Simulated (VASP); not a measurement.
Input:

```yaml
crystal:
  lattice:
    - [1.95917, -3.39338, 0.00000]
    - [1.95917, 3.39338, 0.00000]
    - [0.00000, 0.00000, 6.03845]
  atoms:
    - { symbol: La, position: [0.33333, 0.66667, 0.24461] }
    - { symbol: La, position: [0.66667, 0.33333, 0.75539] }
    - { symbol: O, position: [0.00000, 0.00000, 0.00000] }
    - { symbol: O, position: [0.33333, 0.66667, 0.64653] }
    - { symbol: O, position: [0.66667, 0.33333, 0.35347] }
```

Method: vdW-DF-cx, VASP's PBE PAW potentials (set 64) (plane waves; VASP). Settings: 520 eV cut-off, Gaussian smearing of 0.050 eV, potentials La O.

Estimate the band gap (along the path) with the smallest direct gap where there is one.

```json
{
 "band gap (along the path)": "3.82 eV",
 "smallest direct gap (along the path)": "3.92 eV"
}
```

The absolute energy has meaning only against runs of the same code, potentials and settings.

The compound is La2O3 in the a-type structure. It was relaxed first.
